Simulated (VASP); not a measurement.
An input for Quantum ESPRESSO's pw.x (written as the equivalent of a VASP run, and not itself run):

```
&CONTROL
  calculation = 'scf'
  pseudo_dir = './pseudo'
  outdir = './out'
  tprnfor = .true.
  tstress = .true.
/
&SYSTEM
  ibrav = 0
  nat = 5
  ntyp = 3
  ecutwfc = 72
  occupations = 'smearing'
  smearing = 'fermi-dirac'
  degauss = 0.000735
  input_dft = 'pbesol'
/
&ELECTRONS
  conv_thr = 7.3e-08
  electron_maxstep = 100
/
ATOMIC_SPECIES
  Cs 132.905 Cs.upf
  Sn 118.710 Sn.upf
  I 126.904 I.upf
CELL_PARAMETERS angstrom
     6.2200000    0.0000000    0.0000000
     0.0000000    6.2200000    0.0000000
     0.0000000    0.0000000    6.2200000
ATOMIC_POSITIONS crystal
  Cs   0.0020440  0.0001230  0.0007730
  Sn   0.4930910  0.5001550  0.4943770
  I    0.5035310  0.0034340  0.5015390
  I    0.0017330  0.4967940  0.5066360
  I    0.4996010  0.4994940 -0.0033240
K_POINTS automatic
  3 3 3 0 0 0
```

### Question
Write the VASP files for the same calculation (PBEsol).

### Answer
One answer among several that fit: 
File KPOINTS:
```
Automatic mesh
0
Gamma
3 3 3
0 0 0
```

### POSCAR
```
CsSnI3
1
    6.2200000000     0.0000000000     0.0000000000
    0.0000000000     6.2200000000     0.0000000000
    0.0000000000     0.0000000000     6.2200000000
Cs Sn I
1 1 3
Direct
  0.0020440000   0.0001230000   0.0007730000
  0.4930910000   0.5001550000   0.4943770000
  0.5035310000   0.0034340000   0.5015390000
  0.0017330000   0.4967940000   0.5066360000
  0.4996010000   0.4994940000  -0.0033240000
```

INCAR:
```
SYSTEM = CsSnI3
PREC = Accurate; ENCUT = 300; LREAL = .FALSE.
LASPH = .TRUE.
EDIFF = 1E-6; NELM = 100; ALGO = Normal
LMAXMIX = 4
ISMEAR = -1; SIGMA = 0.01
GGA = PS
ISIF = 2
LWAVE = .FALSE.; LCHARG = .FALSE.
```

POTCAR, in this order: Cs_sv Sn_d I (PBE.64 set). Program: vasp_std.

What does not carry over: the potentials are each code's own (VASP's PAW set, PseudoDojo norm-conserving files in pw.x), so ENCUT and ecutwfc are chosen apart and not converted; conv_thr bounds pw.x's estimated SCF error, while EDIFF bounds the energy change between steps.

The structure is a typed CsSnI3 crystal. The cell was not relaxed at this level, atoms are displaced from their ideal sites.
